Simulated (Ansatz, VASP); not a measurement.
**Cross-check of Al40Cu31 (liquid Al56Cu44 at 1700 K) between VASP and Ansatz**

Aim: how closely do two programs agree when they are given the same cell, functional and k mesh? The cell is taken from a series of runs on this material, whose earlier steps may have relaxed, scaled, displaced or heated it; both programs get it as it stands.

Program: Ansatz 0.2.0. Level of theory: plane waves, with VASP 6.6.1 beside it; single point at PBE. Results are calculated unless marked as measured.

## (1) The starting structure

The cell holds 71 atoms: 40 Al and 31 Cu. Its edges and angles: a = 10.683 Å, b = 10.683 Å, c = 10.683 Å, α = 90.0°, β = 90.0°, γ = 90.0°. As first built, before any earlier steps moved the atoms (in the runner's words): 71 atoms (40 Al, 31 Cu) placed at random at 4.38 g/cm^3, melted at 1800 K for 10 ps at fixed volume with the EAM Al-Cu potential (Cai and Ye, Phys. Rev. B 54, 8398 (1996)). Snapshot at the end of a hold of 10 ps at 1700 K and zero pressure.

## (2) Ansatz: single point, PBE

Ansatz runs on its default PAW (the set named soft_2) files.

A single point gives forces, pressure and levels at one fixed geometry, so differences don't come from the geometry; what else differs is listed under the comparison.

Contents of input.yaml:

```yaml
crystal:
  lattice:
    - [10.68344, 0.0, 0.0]
    - [0.0, 10.68344, 0.0]
    - [0.0, 0.0, 10.68344]
  atoms:
    - { symbol: Al, position: [0.77724, 0.12607, 0.40548] }
    - { symbol: Al, position: [0.98269, 0.22854, 0.57384] }
    - { symbol: Al, position: [0.59945, 0.77379, 0.99601] }
    - { symbol: Al, position: [0.42052, 0.31034, 0.62648] }
    - { symbol: Al, position: [0.36639, 0.54642, 0.52842] }
    - { symbol: Al, position: [0.47961, 0.22427, 0.40733] }
    - { symbol: Al, position: [0.60294, 0.69079, 0.60204] }
    - { symbol: Al, position: [0.85091, 0.83372, 0.32572] }
    - { symbol: Al, position: [0.28542, 0.41764, 0.84329] }
    - { symbol: Al, position: [0.21182, 0.21846, 0.68806] }
    - { symbol: Al, position: [0.66998, 0.02528, 0.88686] }
    - { symbol: Al, position: [0.79171, 0.8512, 0.54072] }
    - { symbol: Al, position: [0.31282, 0.78462, 0.25041] }
    - { symbol: Al, position: [0.45074, 0.35006, 0.19938] }
    - { symbol: Al, position: [0.81113, 0.44862, 0.6541] }
    - { symbol: Al, position: [0.60114, 0.13069, 0.26285] }
    - { symbol: Al, position: [0.72137, 0.3408, 0.85472] }
    - { symbol: Al, position: [0.5832, 0.8961, 0.1868] }
    - { symbol: Al, position: [0.14588, 0.36625, 0.42894] }
    - { symbol: Al, position: [0.03077, 0.71146, 0.19548] }
    - { symbol: Al, position: [0.88254, 0.07077, 0.75855] }
    - { symbol: Al, position: [0.67269, 0.65451, 0.21228] }
    - { symbol: Al, position: [0.13096, 0.69323, 0.42754] }
    - { symbol: Al, position: [0.57372, 0.50692, 0.71747] }
    - { symbol: Al, position: [0.93159, 0.91808, 0.01522] }
    - { symbol: Al, position: [0.24906, 0.9672, 0.72388] }
    - { symbol: Al, position: [0.91865, 0.66622, 0.58704] }
    - { symbol: Al, position: [0.19088, 0.15942, 0.39765] }
    - { symbol: Al, position: [0.85834, 0.55234, 0.07353] }
    - { symbol: Al, position: [0.84719, 0.31088, 0.12903] }
    - { symbol: Al, position: [0.37801, 0.65, 0.07974] }
    - { symbol: Al, position: [0.23746, 0.0692, 0.91826] }
    - { symbol: Al, position: [0.48458, 0.17255, 0.83247] }
    - { symbol: Al, position: [0.21858, 0.70141, 0.70391] }
    - { symbol: Al, position: [0.02075, 0.15088, 0.23732] }
    - { symbol: Al, position: [0.17391, 0.75551, 0.0365] }
    - { symbol: Al, position: [0.28433, 0.51944, 0.28451] }
    - { symbol: Al, position: [0.44054, 0.01751, 0.05124] }
    - { symbol: Al, position: [0.57743, 0.88765, 0.71838] }
    - { symbol: Al, position: [0.04524, 0.45384, 0.87696] }
    - { symbol: Cu, position: [0.28713, 0.81291, 0.48655] }
    - { symbol: Cu, position: [0.76755, 0.60525, 0.86245] }
    - { symbol: Cu, position: [0.16142, 0.95862, 0.11703] }
    - { symbol: Cu, position: [0.41358, 0.67208, 0.81774] }
    - { symbol: Cu, position: [0.21081, 0.49671, 0.03592] }
    - { symbol: Cu, position: [0.3529, 0.99703, 0.32432] }
    - { symbol: Cu, position: [0.14868, 0.36931, 0.19186] }
    - { symbol: Cu, position: [0.03763, 0.95583, 0.5253] }
    - { symbol: Cu, position: [0.10261, 0.44363, 0.64527] }
    - { symbol: Cu, position: [0.80058, 0.07801, 0.17832] }
    - { symbol: Cu, position: [0.90362, 0.54249, 0.31399] }
    - { symbol: Cu, position: [0.01663, 0.88411, 0.79029] }
    - { symbol: Cu, position: [0.37094, 0.84237, 0.93095] }
    - { symbol: Cu, position: [0.48182, 0.68798, 0.38572] }
    - { symbol: Cu, position: [0.56907, 0.43896, 0.41088] }
    - { symbol: Cu, position: [0.37217, 0.2584, 0.03074] }
    - { symbol: Cu, position: [0.91148, 0.15133, 0.97391] }
    - { symbol: Cu, position: [0.48924, 0.42994, 0.93217] }
    - { symbol: Cu, position: [0.38508, 0.01726, 0.54006] }
    - { symbol: Cu, position: [0.62318, 0.28732, 0.62034] }
    - { symbol: Cu, position: [0.99087, 0.67576, 0.92326] }
    - { symbol: Cu, position: [0.79714, 0.82076, 0.83755] }
    - { symbol: Cu, position: [0.56436, 0.87214, 0.42639] }
    - { symbol: Cu, position: [0.68124, 0.41532, 0.1922] }
    - { symbol: Cu, position: [0.62279, 0.06239, 0.55364] }
    - { symbol: Cu, position: [0.09011, 0.96527, 0.33229] }
    - { symbol: Cu, position: [0.7489, 0.60641, 0.45598] }
    - { symbol: Cu, position: [0.28072, 0.1592, 0.19818] }
    - { symbol: Cu, position: [0.88456, 0.3311, 0.35061] }
    - { symbol: Cu, position: [0.60746, 0.20036, 0.01815] }
    - { symbol: Cu, position: [0.13816, 0.25135, 0.99279] }
kpoints:
  mp_grid: { grid: [1, 1, 1] }
hamiltonian:
  xc: pbe
scf:
  occupations: { method: fermi_dirac, width: 0.05 }
output:
  forces: true
  eigenvalues: true
  populations: true
  stress: true
```

On the command line:

```
$ ansatz run input.yaml --threads 8 --pin off --max-ram 15872MiB --backend cpu --events-out ev --progress --plain --runs-dir out
```

Numbers of over 12 decimals in the logs are rounded to 6 here.

The log of the run:

```text
Engine: ansatz 0.2.0, aarch64-unknown-linux-gnu
Pseudopotentials: kind: paw
Pseudopotential: Al, paw, valence charge 3, recommended cutoff 420 eV (normal), Al.paw.azcp
Pseudopotential: Cu, paw, valence charge 19, recommended cutoff 420 eV (normal), Cu.paw.azcp
Functional definition: PBE
  parameter kappa = 0.804
  parameter beta = 0.066725
  exchange = pbe_x(kappa = kappa, mu = beta*pi^2/3)
  correlation = pbe_c(beta = beta)
Crystal: 71 atoms, lattice volume = 1219.364 Å³
Basis set: ecut = 420 eV, 23847 PW (Γ), exchange–correlation on 144×144×144 points (8 copies of the dense FFT grid, shifted against one another)
Bands: 426, of which v1, the nominal top of the filled ones, is band 355 counted from 1 (354 counted from 0)
Symmetry: 1 space group operations
Space group: P1 (ITA 1), of the structure as read, at distance tolerance 1.1e-4 Å
k-points: 1
Non-local potential: Al, projectors of the file, l = 0: 2, l = 1: 2, l = 2: 1
Non-local potential: Cu, projectors of the file, l = 0: 3, l = 1: 2, l = 2: 3, l = 3: 1
PAW form: soft (Blöchl's): semilocal exchange-correlation on the pseudo side does not see the compensation charge
PAW one-centre angular grid: Al, 110 points (default); XC on 64 Gauss nodes
PAW one-centre angular grid: Cu, 590 points (default); XC on 64 Gauss nodes
Initial density: superposition of atomic densities (neutral atoms: chi_scale 0, normalization atom), corrected by the library's trained network
Initial wavefunctions: pseudopotential atomic-orbital guess
Functional: x = pbe(κ = 0.804, μ = 0.219515), c = pbe(β = 0.066725)
SCF iter   1: F=—  HF=-226867.198646 eV  |F-HF|=—  |Δ(HF+E_count)|=         —  Δρ=5.25e-3  dr2=1.29e0  ethr=1.77e-3  ⟨swp⟩=6.0  Hψ=1673  notcnv=0  defer=28
preconditioner: auto → Kerker (q_TF=auto, 2.493 Å⁻¹)  [metal: Δε(μ)=0.079 eV  Ē_g=6.045 eV  σ=0.050 eV  W_gap=0.36  n_scr=304 (ndim 8)  ℏωp=22.8 eV  f_vac=0.000  D(μ)=31.02/eV (n_scr^D=202)]
SCF iter   2: F=—  HF=-226867.097041 eV  |F-HF|=—  |Δ(HF+E_count)|=   1.02e-1  Δρ=2.82e-3  dr2=5.96e-1  ethr=1.82e-4  ⟨swp⟩=1.0  Hψ=490  notcnv=0  defer=53
SCF iter   3: F=—  HF=-226867.029354 eV  |F-HF|=—  |Δ(HF+E_count)|=   6.77e-2  Δρ=2.91e-3  dr2=1.28e-1  ethr=8.40e-5  ⟨swp⟩=3.0  Hψ=727  notcnv=0  defer=53
SCF iter   4: F=—  HF=-226867.008511 eV  |F-HF|=—  |Δ(HF+E_count)|=   2.08e-2  Δρ=6.05e-4  dr2=1.05e-2  ethr=1.81e-5  ⟨swp⟩=2.0  Hψ=642  notcnv=0  defer=53
SCF iter   5: F=—  HF=-226867.007352 eV  |F-HF|=—  |Δ(HF+E_count)|=   1.16e-3  Δρ=3.15e-4  dr2=1.39e-3  ethr=1.48e-6  ⟨swp⟩=3.0  Hψ=774  notcnv=0  defer=53
SCF iter   6: F=—  HF=-226867.007161 eV  |F-HF|=—  |Δ(HF+E_count)|=   1.91e-4  Δρ=2.00e-4  dr2=4.55e-4  ethr=1.96e-7  ⟨swp⟩=2.0  Hψ=728  notcnv=0  defer=53
SCF iter   7: F=—  HF=-226867.007273 eV  |F-HF|=—  |Δ(HF+E_count)|=   1.11e-4  Δρ=4.62e-5  dr2=6.27e-5  ethr=6.42e-8  ⟨swp⟩=2.0  Hψ=725  notcnv=0  defer=53
SCF iter   8: F=—  HF=-226867.008398 eV  |F-HF|=—  |Δ(HF+E_count)|=   1.13e-3  Δρ=5.47e-5  dr2=2.87e-5  ethr=8.84e-9  ⟨swp⟩=2.0  Hψ=781  notcnv=0  defer=53
SCF iter   9: F=—  HF=-226867.008393 eV  |F-HF|=—  |Δ(HF+E_count)|=   5.15e-6  Δρ=1.02e-5  dr2=2.19e-6  ethr=4.04e-9  ⟨swp⟩=2.0  Hψ=728  notcnv=0  defer=53
SCF iter  10: F=—  HF=-226867.008393 eV  |F-HF|=—  |Δ(HF+E_count)|=   7.52e-8  Δρ=5.60e-6  dr2=6.54e-7  ethr=3.10e-10  ⟨swp⟩=2.0  Hψ=728  notcnv=0  defer=53
SCF iter  11: F=—  HF=-226867.008393 eV  |F-HF|=—  |Δ(HF+E_count)|=   1.61e-8  Δρ=5.69e-6  dr2=3.06e-7  ethr=9.22e-11  ⟨swp⟩=2.0  Hψ=729  notcnv=0  defer=53
SCF iter  12: F=-226867.008393 eV  HF=-226867.008393 eV  |F-HF|=5.99e-8  |Δ(HF+E_count)|=   4.78e-8  Δρ=2.37e-6  dr2=6.94e-8  ethr=1.41e-11  ⟨swp⟩=9.0  Hψ=2064  notcnv=0
SCF 1 converged in 12 iterations: F = -226867.008393 eV  dr2 = 6.94e-8
  greatest PAW one-centre occupation: 1.000 electrons in one spin orbital (limit 2), on the Cu atom at site 54 (counted from 0), in its partial waves of l = 0
SCF converged after 12 iterations
Free energy (F): -226867.008393 eV
Harris-Foulkes:  -226867.008393 eV  (|F-HF|=5.99e-8)
Internal energy: -226866.732957 eV  (E = F + TS)
E sigma→0 (E₀):  -226866.870675 eV
Entropy (-TS):   -0.275436 eV (-3.879 meV/atom)
Fermi energy:    8.311919 eV
--- Per-component energies (eV) ---
  E_band       = -15437.178358
  E_kinetic    = 10133.320710
  E_local      = -202540.246835  (includes V_loc(G=0)·N_el)
  E_nonlocal   = 12521.305875
  E_hartree    = 91658.356156
  E_xc         = -4316.672467
  E_vxc        = -4674.011508  (∫ρ·V_xc dr)
  E_paw        = -70263.294310  (= ΣΔE_a)
  E_vpaw       = -14194.240405  (= ΣTr[D̂ρ^β])
  E_aug_tail   = 0.008538  (compensation charges beyond the density's cutoff)
  E_ewald      = -64059.510624
  E_smearing   = -0.275436  (= −TS)
  E_closure    = -0.000000  (closes the sum)
  Σ components = -226867.008393   (vs F -226867.008393, Δ=0.00e0)
--- Forces (eV/Å), atoms counted from 1 ---
[...]
atom  20  Al    -1.42147373    -0.39393520     1.41318258
  atom  21  Al     0.33079635     0.04155857    -0.79680428
  atom  22  Al    -0.21039094    -0.19411841     0.82629965
  atom  23  Al    -1.78383949    -0.98513058     0.01444527
  atom  24  Al    -0.77497546    -1.69827121     1.38215032
  atom  25  Al    -0.00515704     0.15195397     0.42740592
  atom  26  Al    -0.03313873    -1.58195151    -2.22043604
  atom  27  Al     1.63078453    -0.87857727     0.87962296
  atom  28  Al     1.48503545    -2.76847844     1.55246925
  atom  29  Al     0.03764166     0.17315039    -0.21513864
  atom  30  Al     1.15772287    -1.22130430    -1.08369444
  atom  31  Al     1.78659373    -1.25641885    -1.25055255
  atom  32  Al    -0.50556872     0.46554111     1.54451418
  atom  33  Al    -0.34003098     0.39712749    -0.98077826
  atom  34  Al    -0.84445563    -0.13321592     0.03758402
  atom  35  Al    -0.79199786     0.45050941    -1.52132619
  atom  36  Al     0.57472569     0.11799912    -2.80402718
  atom  37  Al    -0.03265621     0.70002102    -0.08771160
  atom  38  Al    -0.35033050     1.14703766     0.49495306
  atom  39  Al    -0.73878608     0.64970228     0.22392188
  atom  40  Al    -0.92755624    -0.13889570    -0.13698081
  atom  41  Cu     1.27106282     1.01083219     0.74987014
  atom  42  Cu    -0.29785788    -0.81339445    -0.32985841
  atom  43  Cu     0.35450720     0.81901821     0.16116598
[...]
atom  64  Cu    -1.09817594     1.02458162     0.57273647
  atom  65  Cu    -0.10331186     0.02489353     0.39691354
  atom  66  Cu     0.60587087    -1.16742750    -1.53978724
  atom  67  Cu    -0.61696258    -0.25822701    -0.45336853
  atom  68  Cu    -0.43789325     0.14316606    -0.66364489
  atom  69  Cu     0.26605156    -0.76298919     0.84708824
  atom  70  Cu     0.49624739     0.62913218     0.87566387
  atom  71  Cu    -0.67152081     0.72366264     0.20337752
  max |Σ_I F_I| component: 2.87e-5 eV/Å
--- Stress (GPa, compression-positive) ---
       -3.393397      -0.036242      -1.535553
       -0.036243      -1.734328       1.356464
       -1.535553       1.356464      -0.650721
  P = ⅓ Tr σ = -1.9261 GPa (-19.261 kbar)
--- Band table (eV) ---
  k-point 0: bands = [... 351 lower, 8.1259, 8.2216, 8.2543, 8.2940, 8.3707, 8.4527, 8.4998, 8.5377, ... 67 higher]
--- Löwdin populations: 71 sites ---
  site symbol       q [e]
     0     Al      3.2245
     1     Al      3.2002
     2     Al      3.2180
     3     Al      3.2579
     4     Al      3.1547
     5     Al      3.3382
     6     Al      3.3450
     7     Al      3.1439
     8     Al      3.3250
     9     Al      3.0143
    10     Al      3.2663
    11     Al      3.3008
    12     Al      3.3031
    13     Al      3.4672
    14     Al      3.2806
    15     Al      3.2830
    16     Al      3.2309
    17     Al      3.1917
    18     Al      3.2284
    19     Al      3.2233
    20     Al      3.2940
    21     Al      3.3160
    22     Al      3.1951
    23     Al      3.3599
[...]
63     Cu     18.5084
    64     Cu     18.5199
    65     Cu     18.4896
    66     Cu     18.5067
    67     Cu     18.5482
    68     Cu     18.5065
    69     Cu     18.3853
    70     Cu     18.5558
  spilling = 0.005857 (of n_electrons = 709.000000)
```

The run ends at a pressure of -1.93 GPa, with forces up to 3.5 eV/Å.

(Continued in part 2 of 2.)

[Lines on the potential files, build, host, timing and source positions are cut from VASP's logs without a mark.]

[Logs are printed without paths, hosts, clocks, repeated set-up lines and the standing remarks that a program may print on its own settings, such as how far it seeks lower states.]

[Hosts, paths, dates, database ids (printed as entryN), source tags and the programs' standing remarks are cut or masked in the printed files.]
